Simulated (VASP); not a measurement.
```xyz
2
Lattice="0.0000 3.0627 3.0627 3.0627 0.0000 3.0627 3.0627 3.0627 0.0000" Properties=species:S:1:pos:R:3 pbc="T T T"
Pb     0.0000     0.0000     0.0000
Se     3.0627     3.0627     3.0627
```

All values below come from PBE GGA, VASP's PBE PAW potentials (set 64) (plane waves; VASP 6.6.1). Run with 300 eV cut-off, 6×6×6 Γ-centred mesh, Gaussian smearing of 0.010 eV, potentials Pb_d Se.

At this cut-off the stress carries a Pulay error, which pulls relaxed volumes low.

Problem. Give the stress tensor in GPa (positive for a compressed cell).

Solution. 
```
1.92  0.00  0.00
0.00  1.92  0.00
0.00  0.00  1.92
```
The pressure is its mean diagonal, 1.92 GPa.

The structure comes from a computed database's PbSe entry; how it stands against other phases isn't given here. The cell was not relaxed at this level.
